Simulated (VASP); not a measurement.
All values below come from PBE GGA with spin-orbit coupling, VASP's PBE PAW potentials (set 64) (plane waves; VASP).

The input files of a VASP run:

KPOINTS:
```
Automatic mesh
0
Gamma
12 12 12
0 0 0
```

**INCAR**
```
SYSTEM = Mo
PREC = Accurate; ENCUT = 300; LREAL = .False.
LASPH = .True.
EDIFF = 1E-6; NELM = 100; ALGO = Normal
LMAXMIX = 4
ISMEAR = 0; SIGMA = 0.2
GGA = PE; GGA_COMPAT = .False.
MAGMOM = 0.0 0.0 0.0
LSORBIT = .True.; LNONCOLLINEAR = .True.
ISIF = 2
LWAVE = .False.; LCHARG = .False.; LORBIT = 11
```

### POSCAR
```
Mo
1
   -1.5394050000     1.5394050000     1.5394050000
    1.5394050000    -1.5394050000     1.5394050000
    1.5394050000     1.5394050000    -1.5394050000
Mo
1
Direct
  0.0000000000   0.0000000000   0.0000000000
```

POTCAR, in this order: Mo_sv (PBE.64 set). Program: vasp_ncl.

Output of the run:

### OSZICAR
```
       N       E                     dE             d eps       ncg     rms          rms(c)
DAV:   1     0.893994286930E+02    0.89399E+02   -0.62601E+03  3264   0.900E+02
DAV:   2    -0.101034687599E+02   -0.99503E+02   -0.95883E+02  3602   0.326E+02
DAV:   3    -0.115471431979E+02   -0.14437E+01   -0.14367E+01  3756   0.402E+01
DAV:   4    -0.115512874185E+02   -0.41442E-02   -0.41440E-02  3470   0.234E+00
DAV:   5    -0.115513124269E+02   -0.25008E-04   -0.25007E-04  3728   0.156E-01    0.167E+01
DAV:   6    -0.110527358463E+02    0.49858E+00   -0.80493E-01  3410   0.111E+01    0.534E+00
DAV:   7    -0.109694014463E+02    0.83334E-01   -0.21442E-01  3696   0.535E+00    0.101E+00
DAV:   8    -0.109659260967E+02    0.34753E-02   -0.21326E-03  3444   0.575E-01    0.750E-01
DAV:   9    -0.109653136915E+02    0.61241E-03   -0.70138E-04  3534   0.365E-01    0.102E-01
DAV:  10    -0.109653375951E+02   -0.23904E-04   -0.73843E-06  3672   0.325E-02    0.647E-02
DAV:  11    -0.109653422600E+02   -0.46648E-05   -0.49354E-06  3402   0.286E-02    0.459E-03
DAV:  12    -0.109653422945E+02   -0.34497E-07   -0.22172E-07  1992   0.603E-03
   1 F= -.10965342E+02 E0= -.10962463E+02  d E =-.575939E-02  mag=    -0.0000     0.0000     0.0000
```

OUTCAR:
```
------------------------ aborting loop because EDIFF is reached ----------------------------------------
  FORCE on cell =-STRESS in cart. coord.  units (eV):
  Direction    XX          YY          ZZ          XY          YZ          ZX
  --------------------------------------------------------------------------------------
  Total        2.2302620      2.2302620      2.2302620     -0.0000000      0.0000000     -0.0000000
  in kB      244.8768901    244.8768901    244.8768901     -0.0000000      0.0000000     -0.0000000
  external PRESSURE =     244.8768901 kB  Pullay stress =       0.0000000 kB
  volume of cell :       14.59
      direct lattice vectors                 reciprocal lattice vectors
    -1.539405000  1.539405000  1.539405000     0.000000000  0.324800816  0.324800816
     1.539405000 -1.539405000  1.539405000     0.324800816  0.000000000  0.324800816
     1.539405000  1.539405000 -1.539405000     0.324800816  0.324800816  0.000000000
 POSITION                                       TOTAL-FORCE (eV/Angst)
 -----------------------------------------------------------------------------------
      0.00000      0.00000      0.00000        -0.000000      0.000000     -0.000000
 -----------------------------------------------------------------------------------
    total drift:                               -0.000000      0.000000     -0.000000
  FREE ENERGIE OF THE ION-ELECTRON SYSTEM (eV)
  ---------------------------------------------------
  free  energy   TOTEN  =       -10.9653422945 eV

  energy  without entropy=      -10.9595829025  energy(sigma->0) =      -10.96246260

 total charge

# of ion       s       p       d       tot
------------------------------------------
    1        2.410   6.233   4.017  12.660

 magnetization (x)

# of ion       s       p       d       tot
------------------------------------------
    1        0.000  -0.000   0.000  -0.000

 magnetization (y)

# of ion       s       p       d       tot
------------------------------------------
    1        0.000   0.000   0.000   0.000

 magnetization (z)

# of ion       s       p       d       tot
------------------------------------------
    1        0.000   0.000   0.000   0.000

 Ion:    1  E_soc:     -0.2043726
```
(Selected blocks of OUTCAR.)

At this cut-off the stress carries a Pulay error, which pulls relaxed volumes low.

The structure is a typed Mo crystal. The cell was not relaxed at this level. The run is one of a series of settings (GGA_COMPAT = .FALSE., LNONCOLLINEAR = .TRUE., LSORBIT = .TRUE., MAGMOM = 0.0 0.0 0.0, program vasp_ncl against the base run), some of them coarse on purpose.
